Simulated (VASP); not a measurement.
Level of theory: PBEsol GGA, VASP's PBE PAW potentials (set 64) (plane waves; VASP 6.6.1).

VASP ran on this input.

**KPOINTS**
```
Automatic mesh
0
Gamma
5 5 5
0 0 0
```

**INCAR**
```
EDIFF  =  1E-6
SIGMA  =  0.272   ! width (eV)
PREC  =  Accurate
LREAL  =  F
GGA  =  PS   ! PBEsol
ISMEAR  =  0
ALGO  =  Normal
ENCUT  =  300
LCHARG  =  F
LWAVE  =  F
ISIF  =  2
NELM  =  100
LASPH  =  T   ! aspherical one-centre terms
SYSTEM  =  InBi
LMAXMIX  =  4
```

File POSCAR:
```
InBi
1
    4.8479620000     0.0000000000     0.0000000000
    0.0000000000     4.8479620000     0.0000000000
    0.0000000000     0.0000000000     5.1554350000
In Bi
2 2
Direct
  0.4933440000   0.4987100000   0.0065910000
 -0.0025030000  -0.0030770000  -0.0012290000
  0.5027650000   0.0051740000   0.3540480000
  0.0063940000   0.4991930000   0.6405900000
```

POTCAR, in this order: In_d Bi_d (PBE.64 set). Program: vasp_std.

The resulting files:

### OSZICAR
```
       N       E                     dE             d eps       ncg     rms          rms(c)
DAV:   1     0.515091326082E+03    0.51509E+03   -0.21490E+04  4158   0.155E+03
DAV:   2     0.356377778250E+02   -0.47945E+03   -0.47528E+03  4278   0.453E+02
DAV:   3    -0.128904438033E+02   -0.48528E+02   -0.48196E+02  4865   0.178E+02
DAV:   4    -0.146483459342E+02   -0.17579E+01   -0.17555E+01  5209   0.372E+01
DAV:   5    -0.147174698102E+02   -0.69124E-01   -0.69120E-01  6443   0.602E+00    0.374E+00
DAV:   6    -0.146265782627E+02    0.90892E-01   -0.17117E-01  5034   0.516E+00    0.191E+00
DAV:   7    -0.146038831948E+02    0.22695E-01   -0.77361E-02  5505   0.275E+00    0.407E-01
DAV:   8    -0.146029371989E+02    0.94600E-03   -0.86269E-03  5792   0.952E-01    0.130E-01
DAV:   9    -0.146029183807E+02    0.18818E-04   -0.47549E-04  6363   0.191E-01    0.347E-02
DAV:  10    -0.146029161482E+02    0.22326E-05   -0.32603E-05  5597   0.540E-02    0.138E-02
DAV:  11    -0.146029150146E+02    0.11336E-05   -0.39205E-06  3860   0.165E-02    0.284E-03
DAV:  12    -0.146029148846E+02    0.13004E-06   -0.72695E-07  2804   0.955E-03
   1 F= -.14602915E+02 E0= -.14584697E+02  d E =-.364363E-01
```

**OUTCAR**
```
------------------------ aborting loop because EDIFF is reached ----------------------------------------
  FORCE on cell =-STRESS in cart. coord.  units (eV):
  Direction    XX          YY          ZZ          XY          YZ          ZX
  --------------------------------------------------------------------------------------
  Total       -0.1077569      0.1954053     -0.0841618     -0.0134800     -0.0967877      0.1573449
  in kB       -1.4248585      2.5838250     -1.1128637     -0.1782444     -1.2798144      2.0805570
  external PRESSURE =       0.0153676 kB  Pullay stress =       0.0000000 kB
  volume of cell :      121.17
      direct lattice vectors                 reciprocal lattice vectors
     4.847962000  0.000000000  0.000000000     0.206272244  0.000000000  0.000000000
     0.000000000  4.847962000  0.000000000     0.000000000  0.206272244  0.000000000
     0.000000000  0.000000000  5.155435000     0.000000000  0.000000000  0.193970053
 POSITION                                       TOTAL-FORCE (eV/Angst)
 -----------------------------------------------------------------------------------
      2.39171      2.41773      0.03398         0.150170      0.085576     -0.188894
      4.83583      4.83304      5.14910         0.029564      0.023023     -0.069225
      2.43739      0.02508      1.82527        -0.039037     -0.097359      0.639302
      0.03100      2.42007      3.30252        -0.140696     -0.011241     -0.381183
 -----------------------------------------------------------------------------------
    total drift:                                0.000855      0.001433      0.001313
  FREE ENERGIE OF THE ION-ELECTRON SYSTEM (eV)
  ---------------------------------------------------
  free  energy   TOTEN  =       -14.6029148846 eV

  energy  without entropy=      -14.5664785659  energy(sigma->0) =      -14.58469673
```
(Selected blocks of OUTCAR.)

OUTCAR:
```
 val. band max:        6.6063372896   @ k =   0.4000   0.0000   0.4000

 cond. band min:       6.6832799823   @ k =  -0.2000   0.2000   0.0000


 Fermi energy:         6.6156456432

 k-point     1 :       0.0000    0.0000    0.0000
  band No.  band energies     occupation
      1     -15.7899      2.00000
      2     -15.7881      2.00000
      3     -15.7714      2.00000
      4     -15.7679      2.00000
      5     -15.7481      2.00000
      6     -15.7443      2.00000
      7     -15.7422      2.00000
      8     -15.7379      2.00000
      9     -15.7273      2.00000
     10     -15.7060      2.00000
     11      -7.8765      2.00000
     12      -7.8600      2.00000
     13      -7.7358      2.00000
     14      -7.7229      2.00000
     15      -7.7211      2.00000
     16      -7.6300      2.00000
     17      -7.6287      2.00000
     18      -7.5856      2.00000
     19      -7.5808      2.00000
     20      -7.4680      2.00000
     21      -5.4467      2.00000
     22      -3.0538      2.00000
     23       1.7199      2.00000
     24       3.5845      2.00000
     25       3.6016      2.00000
     26       4.2656      2.00000
     27       5.1387      2.00000
     28       7.3517      0.00013
     29       7.6850      0.00000
     30       7.7488      0.00000
     31       9.5670      0.00000
     32       9.8340      0.00000
     33       9.8806      0.00000

 k-point     2 :       0.2000    0.0000    0.0000
  band No.  band energies     occupation
      1     -15.7885      2.00000
      2     -15.7862      2.00000
      3     -15.7733      2.00000
      4     -15.7699      2.00000
      5     -15.7549      2.00000
      6     -15.7436      2.00000
      7     -15.7384      2.00000
      8     -15.7344      2.00000
      9     -15.7240      2.00000
     10     -15.7087      2.00000
     11      -7.8480      2.00000
     12      -7.8263      2.00000
     13      -7.7316      2.00000
     14      -7.7170      2.00000
     15      -7.7136      2.00000
...
```

At this cut-off the stress carries a Pulay error, which pulls relaxed volumes low. Unless said otherwise, spin-orbit coupling is left out, though it shifts the bands of the heavy elements here.

The structure comes from a computed database's InBi entry (P4/nmm); how it stands against other phases isn't given here. The cell was not relaxed at this level, atoms are displaced from their ideal sites.
